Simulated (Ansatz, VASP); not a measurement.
**Mo2NO2 in two plane-wave programs**

One calculation is typed for both programs; each brings its own data sets. How far apart do they land? The cell is taken from a series of runs on this material, whose earlier steps may have relaxed, scaled, displaced or heated it; both programs get it as it stands.

Calculated with Ansatz 0.2.0; plane waves, with VASP 6.6.1 beside it; single point at PBEsol.

### Step 1. Starting point

The cell holds 10 atoms: 2 N, 4 Mo and 4 O. Its edges and angles: a = 3.128 Å, b = 5.417 Å, c = 32.600 Å, α = 90.0°, β = 90.0°, γ = 90.0°. It derives from Mo2NO2. Vacuum lies along c.

### Step 2. Ansatz: single point, PBEsol, pair 1

Ansatz runs on its default PAW (the set named soft_2) files.

With cell and atoms fixed, the geometry can't cause a difference; cores, projectors, grids and the points listed under the comparison can.

The input, input.yaml:

```yaml
crystal:
  lattice:
    - [3.1277744238, 0.0, 0.0]
    - [-1.0e-10, 5.4174642167, 0.0]
    - [0.0, 0.0, 32.6]
  atoms:
    - { symbol: "N", position: [1.0, 0.0126320053, 0.3163373303] }
    - { symbol: "N", position: [0.5, 0.4873679947, 0.2971596022] }
    - { symbol: Mo, position: [0.0, 0.3638401269, 0.3382039127] }
    - { symbol: Mo, position: [0.5, 0.8028265398, 0.3388339514] }
    - { symbol: Mo, position: [0.5, 0.1361598731, 0.2752930198] }
    - { symbol: Mo, position: [1.0, 0.6971734602, 0.2746629811] }
    - { symbol: O, position: [0.5, 0.1725733827, 0.3652180507] }
    - { symbol: O, position: [1.0, 0.6607599507, 0.374798096] }
    - { symbol: O, position: [0.0, 0.3274266173, 0.2482788818] }
    - { symbol: O, position: [0.5, 0.8392400493, 0.2386988365] }
  periodic: [true, true, false]
kpoints:
  mp_grid: { grid: [12, 8, 1] }
hamiltonian:
  xc: pbesol
scf:
  occupations: { method: methfessel_paxton, width: 0.15 }
output:
  forces: true
  stress: true
  eigenvalues: true
  write_density: true
  write_potential: true
  elf: true
  volumetric_format: npy
```

On the command line:

```bash
> ansatz run input.yaml --threads 8 --pin off --max-ram 14336MiB --backend cpu --events-out ev --progress --plain --runs-dir out
```

Numbers of over 12 decimals in the logs are rounded to 6 here.

The program printed:

```text
Engine: ansatz 0.2.0, aarch64-unknown-linux-gnu
Pseudopotentials: kind: paw
Pseudopotential: N, paw, valence charge 5, recommended cutoff 420 eV (normal), N.paw.azcp
Pseudopotential: Mo, paw, valence charge 14, recommended cutoff 420 eV (normal), Mo.paw.azcp
Pseudopotential: O, paw, valence charge 6, recommended cutoff 420 eV (normal), O.paw.azcp
Functional definition: PBEsol
  exchange = pbesol_x
  correlation = pbesol_c
Crystal: 10 atoms, lattice volume = 552.394 Å³
Basis set: ecut = 420 eV, 10793 PW (Γ), exchange–correlation on 48×80×450 points (8 copies of the dense FFT grid, shifted against one another)
Bands: 55, of which v1, the nominal top of the filled ones, is band 45 counted from 1 (44 counted from 0)
Symmetry: 4 space group operations
Space group: P21/m (ITA 11), of the structure as read, at distance tolerance 8.2e-5 Å
k-points: 35 of 96
Non-local potential: N, projectors of the file, l = 0: 2, l = 1: 2, l = 2: 1
Non-local potential: Mo, projectors of the file, l = 0: 3, l = 1: 2, l = 2: 2, l = 3: 1
Non-local potential: O, projectors of the file, l = 0: 2, l = 1: 2, l = 2: 1
PAW form: soft (Blöchl's): semilocal exchange-correlation on the pseudo side does not see the compensation charge
PAW frozen core: N, regenerated for the run's functional, and the local potential with it (the file was generated under x = pbe(κ = 0.804, μ = 0.219515), c = pbe(β = 0.066725))
PAW frozen core: Mo, regenerated for the run's functional, and the local potential with it (the file was generated under x = pbe(κ = 0.804, μ = 0.219515), c = pbe(β = 0.066725))
PAW frozen core: O, regenerated for the run's functional, and the local potential with it (the file was generated under x = pbe(κ = 0.804, μ = 0.219515), c = pbe(β = 0.066725))
PAW one-centre angular grid: N, 110 points (default); XC on 64 Gauss nodes
PAW one-centre angular grid: Mo, 590 points (default); XC on 64 Gauss nodes
PAW one-centre angular grid: O, 110 points (default); XC on 64 Gauss nodes
Initial density: superposition of atomic densities (neutral atoms: chi_scale 0, normalization atom), corrected by the library's trained network
Initial wavefunctions: pseudopotential atomic-orbital guess
Functional: x = pbesol(κ = 0.804, μ = 0.123457), c = pbesol(β = 0.046)
SCF iter   1: F=—  HF=-22591.269480 eV  |F-HF|=—  |Δ(HF+E_count)|=         —  Δρ=6.76e-3  dr2=1.80e-1  ethr=1.77e-3  ⟨swp⟩=12.0  Hψ=13261  notcnv=0
preconditioner: auto → LDOS  [metal: Δε(μ)=0.038 eV  Ē_g=9.217 eV  σ=0.150 eV  W_gap=0.21  n_scr=56 (ndim 8)  ℏωp=12.0 eV  f_vac=0.789  D(μ)=4.80/eV (n_scr^D=22)  β→1.0]
SCF iter   2: F=—  HF=-22591.254771 eV  |F-HF|=—  |Δ(HF+E_count)|=   1.47e-2  S|Δr|=    0.00e0  Δρ=3.89e-3  dr2=8.89e-2  ethr=2.00e-4  ⟨swp⟩=3.1  Hψ=5299  notcnv=0  defer=99
SCF iter   3: F=—  HF=-22591.230998 eV  |F-HF|=—  |Δ(HF+E_count)|=   2.38e-2  S|Δr|=    0.00e0  Δρ=6.57e-4  dr2=3.02e-3  ethr=9.88e-5  ⟨swp⟩=3.3  Hψ=4551  notcnv=0  defer=99
SCF iter   4: F=—  HF=-22591.230804 eV  |F-HF|=—  |Δ(HF+E_count)|=   1.94e-4  S|Δr|=    0.00e0  Δρ=2.46e-4  dr2=5.19e-4  ethr=3.36e-6  ⟨swp⟩=3.0  Hψ=4213  notcnv=0  defer=99
SCF iter   5: F=—  HF=-22591.230771 eV  |F-HF|=—  |Δ(HF+E_count)|=   3.37e-5  S|Δr|=    0.00e0  Δρ=8.96e-5  dr2=6.07e-5  ethr=5.77e-7  ⟨swp⟩=3.5  Hψ=4190  notcnv=0  defer=99
SCF iter   6: F=—  HF=-22591.230594 eV  |F-HF|=—  |Δ(HF+E_count)|=   1.77e-4  S|Δr|=    0.00e0  Δρ=2.55e-5  dr2=4.42e-6  ethr=6.74e-8  ⟨swp⟩=3.1  Hψ=4127  notcnv=0  defer=57
SCF iter   7: F=—  HF=-22591.230599 eV  |F-HF|=—  |Δ(HF+E_count)|=   5.39e-6  S|Δr|=    0.00e0  Δρ=8.13e-6  dr2=4.46e-7  ethr=4.92e-9  ⟨swp⟩=3.9  Hψ=4785  notcnv=0  defer=57
SCF iter   8: F=-22591.230600 eV  HF=-22591.230600 eV  |F-HF|=2.10e-7  |Δ(HF+E_count)|=   6.31e-7  S|Δr|=    0.00e0  Δρ=2.05e-6  dr2=2.06e-8  ethr=1.11e-10  ⟨swp⟩=30.3  Hψ=26426  notcnv=0
SCF 1 converged in 8 iterations: F = -22591.230600 eV  dr2 = 2.06e-8
  greatest PAW one-centre occupation: 0.999 electrons in one spin orbital (limit 2), on the Mo atom at site 4 (counted from 0), in its partial waves of l = 0
WARN: The output density's exchange-correlation potential varies sharply where the density is thin. Do not read a vacuum level from v_tot or v_xc, or from such a field of the output density. On a cell that repeats whose density bears no net charge and no dipole along the vacuum's axis use v_es (v_loc + v_h of the components); under efield.dipole_correction with no amplitude use v_es + v_field, which holds any externa [...]
SCF converged after 8 iterations
Stability not checked: this state was not tested for a lower state beside it, because cold or Methfessel-Paxton smearing, or corrected tetrahedra, fill the levels in a way that the test cannot read (fill_not_monotonic; see scf.lower_state_search)
Free energy (F): -22591.230600 eV
Harris-Foulkes:  -22591.230600 eV  (|F-HF|=2.10e-7)
Internal energy: -22591.229772 eV  (E = F + TS)
E sigma→0 (E₀):  -22591.230393 eV
Entropy (-TS):   -0.000828 eV (-0.083 meV/atom)
Fermi energy:    -6.354283 eV
--- Per-component energies (eV) ---
  E_band       = -2344.887380
  E_kinetic    = 2727.740145
  E_local      = -286554.208022  (includes V_loc(G=0)·N_el)
  E_nonlocal   = 859.609509
  E_hartree    = 141409.570943
  E_xc         = -1140.195149
  E_vxc        = -1440.053918  (∫ρ·V_xc dr)
  E_paw        = -13426.296199  (= ΣΔE_a)
  E_vpaw       = -757.130017  (= ΣTr[D̂ρ^β])
  E_aug_tail   = 0.010015  (compensation charges beyond the density's cutoff)
  E_ewald      = 133531.504439
  E_core_change = 1.034547  (= ΣΔE_core)
  E_smearing   = -0.000828  (= −TS)
  E_closure    = 0.000000  (closes the sum)
  Σ components = -22591.230600   (vs F -22591.230600, Δ=0.00e0)
--- Forces (eV/Å), atoms counted from 1 ---
  atom   1  N      0.00000000    -0.38628511    -1.39757044
  atom   2  N     -0.00000000     0.38628511     1.39757044
  atom   3  Mo     0.00000000    -0.71887650     0.14859211
  atom   4  Mo    -0.00000000     1.33877869     1.26836830
  atom   5  Mo    -0.00000000     0.71887650    -0.14859211
  atom   6  Mo     0.00000000    -1.33877869    -1.26836830
  atom   7  O     -0.00000000     0.80700842     0.74777385
  atom   8  O     -0.00000000     0.00750696    -0.20267961
  atom   9  O      0.00000000    -0.80700842    -0.74777385
  atom  10  O      0.00000000    -0.00750696     0.20267961
  max |Σ_I F_I| component: 2.22e-16 eV/Å
--- 2D stress c σ (N/m, compression-positive) ---
       -3.523496       0.000000       0.000000
        0.000000      -3.700434       0.000000
        0.000000       0.000000       0.000000
  P = ½ c Tr σ = -3.6120 N/m
--- Band table (eV; the first three rows and the last of 35) ---
  k-point 0: bands = [... 41 lower, -8.3253, -7.7010, -7.0685, -6.4296, -6.1957, -5.6044, -5.2655, -5.1048, ... 6 higher]
  k-point 1: bands = [... 41 lower, -8.3357, -7.5793, -7.1281, -6.5864, -6.3958, -5.4805, -5.1567, -5.0854, ... 6 higher]
  k-point 2: bands = [... 41 lower, -8.1275, -7.3637, -7.1929, -6.7852, -6.7700, -5.2559, -5.1837, -4.9071, ... 6 higher]
  k-point 34: bands = [... 41 lower, -7.8712, -6.3128, -6.3128, -5.9790, -5.9790, -5.4164, -5.4164, -4.6899, ... 6 higher]
```

The column dr2 measures how far the density is from self-consistency, as an energy; F and HF (Harris–Foulkes) agree once it is small.

### Step 3. VASP: single point, PBEsol, pair 1

The same cell, functional, mesh and smearing now go to VASP, with its own data sets.

Lines of VASP's logs that name or quote its potential files are left out, and so is its time.

The input, INCAR:

```
SYSTEM = Mo2NO2
PREC = Accurate
ENCUT = 520
EDIFF = 1E-06
NELM = 120
ISMEAR = 1
SIGMA = 0.15
LREAL = .FALSE.
ALGO = Normal
GGA = PS
NBANDS = 55
LASPH = .TRUE.
LORBIT = 11
LWAVE = .FALSE.
LCHARG = .FALSE.
ISIF = 2
LDIPOL = .TRUE.
IDIPOL = 3
DIPOL = 0.5 0.5 0.307
LVHAR = .TRUE.
GGA_COMPAT = .FALSE.
NELMDL = -8
KPAR = 2
```

The input, POSCAR:

```
Mo2NO2
1.0
    3.1277744238      0.0000000000      0.0000000000
   -0.0000000001      5.4174642167      0.0000000000
    0.0000000000      0.0000000000     32.6000000000
N Mo O
2 4 4
Direct
    1.0000000000      0.0126320053      0.3163373303
    0.5000000000      0.4873679947      0.2971596022
    1.0000000000      0.3638401269      0.3382039127
    0.5000000000      0.8028265398      0.3388339514
    0.5000000000      0.1361598731      0.2752930198
    1.0000000000      0.6971734602      0.2746629811
    0.5000000000      0.1725733827      0.3652180507
    1.0000000000      0.6607599507      0.3747980960
    1.0000000000      0.3274266173      0.2482788818
    0.5000000000      0.8392400493      0.2386988365
```

The input, KPOINTS:

```
Automatic mesh
0
Gamma
12 8 1
0 0 0
```

Potentials, in the order of the species: N, Mo_sv and O (PBE family, release 64).

On the command line:

```bash
> mpirun -np 2 vasp_std
```

The program printed:

```text
[banner, memory and clock lines left out]
running    2 mpi-ranks, on    1 nodes
 distrk:  each k-point on    1 cores,    2 groups
 distr:  one band on    1 cores,    1 groups

 POSCAR found type information on POSCAR N MoO
 POSCAR found :  3 types and      10 ions
|                                                                             |
|               ----> ADVICE to this user running VASP <----                  |
|                                                                             |
|     You enforced a specific xc type in the INCAR file but a different       |
|     [... a line on the potential file left out ...]
|     I HOPE YOU KNOW WHAT YOU ARE DOING!                                     |
|                                                                             |

 LDA part: xc-table for (Slater+PW92), standard interpolation
 POSCAR, INCAR and KPOINTS ok, starting setup
 FFT: planning ... GRIDC
 FFT: planning ... GRID_SOFT
 FFT: planning ... GRID
 WAVECAR not read
 entering main loop
       N       E                     dE             d eps       ncg     rms          rms(c)
DAV:   1     0.855316210603E+03    0.85532E+03   -0.49678E+04  5186   0.134E+03
DAV:   2    -0.255455190450E+02   -0.88086E+03   -0.86617E+03  5086   0.355E+02
DAV:   3    -0.109849312706E+03   -0.84304E+02   -0.82811E+02  4492   0.105E+02
DAV:   4    -0.112866516966E+03   -0.30172E+01   -0.29890E+01  5078   0.193E+01
DAV:   5    -0.112928901907E+03   -0.62385E-01   -0.62163E-01  4661   0.254E+00
DAV:   6    -0.112931141393E+03   -0.22395E-02   -0.22383E-02  5142   0.467E-01
DAV:   7    -0.112931205891E+03   -0.64498E-04   -0.64482E-04  4405   0.679E-02
DAV:   8    -0.112931208890E+03   -0.29993E-05   -0.29988E-05  4141   0.142E-02    0.696E+01
DAV:   9    -0.985466837917E+02    0.14385E+02   -0.11846E+02  4317   0.486E+01    0.192E+01
DAV:  10    -0.979561355228E+02    0.59055E+00   -0.34922E+01  4181   0.272E+01    0.182E+01
DAV:  11    -0.963838996479E+02    0.15722E+01   -0.72443E+00  4434   0.142E+01    0.254E+00
DAV:  12    -0.964176929782E+02   -0.33793E-01   -0.64492E-01  4683   0.335E+00    0.981E-01
DAV:  13    -0.964097657371E+02    0.79272E-02   -0.95997E-02  4732   0.134E+00    0.326E-01
DAV:  14    -0.964093698720E+02    0.39587E-03   -0.91443E-03  4686   0.518E-01    0.188E-01
[...]
DAV:  22    -0.964096392547E+02   -0.82391E-04   -0.26455E-06  3357   0.698E-03    0.265E-03
DAV:  23    -0.964097064880E+02   -0.67233E-04   -0.84698E-07  2734   0.383E-03    0.109E-03
DAV:  24    -0.964097528315E+02   -0.46344E-04   -0.13729E-06  3148   0.245E-03    0.112E-03
DAV:  25    -0.964097754999E+02   -0.22668E-04   -0.47413E-07  2641   0.204E-03    0.411E-04
DAV:  26    -0.964097821969E+02   -0.66970E-05   -0.19538E-07  2443   0.106E-03    0.391E-04
DAV:  27    -0.964097853476E+02   -0.31507E-05   -0.12134E-07  2423   0.825E-04    0.106E-04
DAV:  28    -0.964097867634E+02   -0.14158E-05   -0.78167E-08  2324   0.605E-04    0.128E-04
DAV:  29    -0.964097875037E+02   -0.74037E-06   -0.44610E-08  2331   0.439E-04
   1 F= -.96409788E+02 E0= -.96409506E+02  d E =-.845138E-03
```

Parts of OUTCAR (step 3):

```text
ion  position               nearest neighbor table
   1  0.000  0.013  0.316-   3 2.03   4 2.07   4 2.07   5 2.16   5 2.16   6 2.18
   2  0.500  0.487  0.297-   5 2.03   6 2.07   6 2.07   3 2.16   3 2.16   4 2.18
   3  0.000  0.364  0.338-   8 2.00   1 2.03   7 2.07   7 2.07   2 2.16   2 2.16   6 2.75   4 2.85
                             4 2.85   5 2.86   5 2.86   4 3.42   4 3.42
   4  0.500  0.803  0.339-   1 2.07   1 2.07   8 2.10   8 2.10   7 2.18   2 2.18   6 2.67   6 2.67
                             5 2.75   3 2.85   3 2.85   3 3.42   3 3.42
   5  0.500  0.136  0.275-  10 2.00   2 2.03   9 2.07   9 2.07   1 2.16   1 2.16   4 2.75   6 2.85
                             6 2.85   3 2.86   3 2.86   6 3.42   6 3.42
   6  0.000  0.697  0.275-   2 2.07   2 2.07  10 2.10  10 2.10   9 2.18   1 2.18   4 2.67   4 2.67
                             3 2.75   5 2.85   5 2.85   5 3.42   5 3.42
   7  0.500  0.173  0.365-   3 2.07   3 2.07   4 2.18
   8  0.000  0.661  0.375-   3 2.00   4 2.10   4 2.10
   9  0.000  0.327  0.248-   5 2.07   5 2.07   6 2.18
  10  0.500  0.839  0.239-   5 2.00   6 2.10   6 2.10

  LATTYP: Found a simple orthorhombic cell.
 ALAT       =     3.1277744238
 B/A-ratio  =     1.7320508076
 C/A-ratio  =    10.4227465229

 Subroutine GETGRP returns: Found  4 space group operations
 (whereof  2 operations were pure point group operations)

The static configuration has the point symmetry C_1h.
 The point group associated with its full space group is C_2h.

 Found     35 irreducible k-points:

   k-points           NKPTS =     35   k-points in BZ     NKDIM =     35   number of bands    NBANDS=     55

   dimension x,y,z NGX =    24 NGY =   40 NGZ =  250
   dimension x,y,z NGXF=    48 NGYF=   80 NGZF=  500

   ENCUT  =  520.0 eV  38.22 Ry    6.18 a.u.   5.82 10.07 60.61*2*pi/ulx,y,z

   NELECT =      90.0000    total number of electrons

 k-points in reciprocal lattice and weights: Automatic mesh
   0.00000000  0.00000000  0.00000000       0.010
   0.08333333  0.00000000  0.00000000       0.021
   0.16666667  0.00000000  0.00000000       0.021
   0.25000000  0.00000000  0.00000000       0.021
   0.33333333  0.00000000  0.00000000       0.021
   0.41666667  0.00000000  0.00000000       0.021
   0.50000000  0.00000000  0.00000000       0.010
   0.00000000  0.12500000  0.00000000       0.021
   0.08333333  0.12500000  0.00000000       0.042
[...]
0.41666667  0.50000000  0.00000000       0.021
   0.50000000  0.50000000  0.00000000       0.010

 dipolmoment           0.000000      0.000000      0.000002 electrons x Angstroem

 average (electrostatic) potential at core
       1 -73.2888       2 -73.2888       3 -85.8746       4 -85.7614       5 -85.8746
       6 -85.7614       7 -78.6745       8 -79.2116       9 -78.6745      10 -79.2116

 E-fermi :  -3.3604

 k-point     1 :       0.0000    0.0000    0.0000
  band No.  band energies     occupation
    ...
     41      -5.4730      2.00000
     42      -5.3377      2.00000
     43      -4.7060      2.00000
     44      -4.0764      2.00000
     45      -3.4345      1.73393
     46      -3.2010     -0.06095
     47      -2.6102     -0.00000
     48      -2.2690     -0.00000
     49      -2.1097     -0.00000
     50      -1.7359     -0.00000
    ...

 k-point     2 :       0.0833    0.0000    0.0000
  band No.  band energies     occupation
    ...
     42      -4.9971      2.00000
     43      -4.4216      2.00000
     44      -4.2679      2.00000
     45      -3.5513      2.07024
     46      -3.3964      1.39396
     47      -2.4138     -0.00000
     48      -2.1381     -0.00000
     49      -2.0066     -0.00000
     50      -1.6661     -0.00000
     51      -1.4172     -0.00000
    ...

 k-point     3 :       0.1667    0.0000    0.0000
  band No.  band energies     occupation
    ...
     42      -5.0223      2.00000
     43      -4.3328      2.00000
     44      -4.1002      2.00000
     45      -3.7030      2.00574
     46      -3.6564      2.01740
     47      -2.1342     -0.00000
     48      -1.9875     -0.00000
     49      -1.6620     -0.00000
     50      -1.5322     -0.00000
     51      -1.3335     -0.00000
    ...

  Total       -3.2119508     -3.4014112      4.3221876      0.0000000      4.2349630     -0.0000000
  in kB       -9.3160195     -9.8655351     12.5361772      0.0000000     12.2831887     -0.0000000
  external PRESSURE =      -2.2151258 kB  Pullay stress =       0.0000000 kB

  energy-cutoff  :      520.00
  volume of cell :      552.39
      direct lattice vectors                 reciprocal lattice vectors
     3.127774424  0.000000000  0.000000000     0.319716151  0.000000000  0.000000000
    -0.000000000  5.417464217  0.000000000     0.000000000  0.184588206  0.000000000
     0.000000000  0.000000000 32.600000000     0.000000000  0.000000000  0.030674847

 POSITION                                       TOTAL-FORCE (eV/Angst)
 -----------------------------------------------------------------------------------
     -0.00000      0.06843     10.31260         0.000000     -0.380528     -1.390329
      1.56389      2.64030      9.68740        -0.000000      0.380528      1.390329
     -0.00000      1.97109     11.02545         0.000000     -0.740103      0.167027
      1.56389      4.34928     11.04599        -0.000000      1.361337      1.320965
      1.56389      0.73764      8.97455        -0.000000      0.740103     -0.167027
     -0.00000      3.77691      8.95401         0.000000     -1.361337     -1.320965
      1.56389      0.93491     11.90611        -0.000000      0.795755      0.769375
     -0.00000      3.57964     12.21842        -0.000000      0.024359     -0.155659
     -0.00000      1.77382      8.09389         0.000000     -0.795755     -0.769375
      1.56389      4.54655      7.78158         0.000000     -0.024359      0.155659
 -----------------------------------------------------------------------------------
    total drift:                                0.000000      0.000003      0.000057

  FREE ENERGIE OF THE ION-ELECTRON SYSTEM (eV)
  ---------------------------------------------------
  free  energy   TOTEN  =       -96.4097875037 eV

  energy  without entropy=      -96.4089423654  energy(sigma->0) =      -96.40950579

 vacuum level on the upper side and lower side of the slab         3.018         3.018

 total charge
# of ion       s       p       d       tot
------------------------------------------
    1        1.252   2.522   0.000   3.774
    2        1.252   2.522   0.000   3.774
    3        2.305   6.257   3.910  12.472
    4        2.297   6.245   3.966  12.508
    5        2.305   6.257   3.910  12.472
    6        2.297   6.245   3.966  12.508
    7        1.563   3.407   0.000   4.970
    8        1.573   3.391   0.000   4.964
    9        1.563   3.407   0.000   4.970
   10        1.573   3.391   0.000   4.964
--------------------------------------------------
tot         17.978  43.645  15.753  77.376

[... 3 further parts left out ...]
```

This run has no spin polarisation, so a moment on Mo, if there is one, isn't seen.

### Step 4. Differences

Known differences besides the potentials themselves: Ansatz cuts the interaction across the vacuum, VASP repeats the sheet with a dipole correction; the cutoff is 420 eV in Ansatz and 520 eV in VASP; Ansatz makes its cores anew for this functional, VASP keeps those of its PBE data sets. Total energies have different zeros and are not compared.

Forces (eV/Å; atoms numbered as in POSCAR):

| atom | Ansatz x, y, z | VASP x, y, z |
| --- | --- | --- |
| N1 | 0.000, -0.386, -1.398 | 0.000, -0.381, -1.390 |
| N2 | 0.000, 0.386, 1.398 | 0.000, 0.381, 1.390 |
| Mo3 | 0.000, -0.719, 0.149 | 0.000, -0.740, 0.167 |
| Mo4 | 0.000, 1.339, 1.268 | 0.000, 1.361, 1.321 |
| Mo5 | 0.000, 0.719, -0.149 | 0.000, 0.740, -0.167 |
| Mo6 | 0.000, -1.339, -1.268 | 0.000, -1.361, -1.321 |
| O7 | 0.000, 0.807, 0.748 | 0.000, 0.796, 0.769 |
| O8 | 0.000, 0.008, -0.203 | 0.000, 0.024, -0.156 |
| O9 | 0.000, -0.807, -0.748 | 0.000, -0.796, -0.769 |
| O10 | 0.000, -0.008, 0.203 | 0.000, -0.024, 0.156 |

The forces differ by 22 meV/Å r.m.s., which is 3.1 % of the r.m.s. force of 0.707 eV/Å (both taken over all components). With vacuum in the cell, a pressure given here is an average over mostly empty space and none of the material.

[end of part 1 of 2]

[Lines on the potential files, build, host, timing and source positions are cut from VASP's logs without a mark.]

[Logs are printed without paths, hosts, clocks, repeated set-up lines and the standing remarks that a program may print on its own settings, such as how far it seeks lower states.]

[Hosts, paths, dates, database ids (printed as entryN), source tags and the programs' standing remarks are cut or masked in the printed files.]
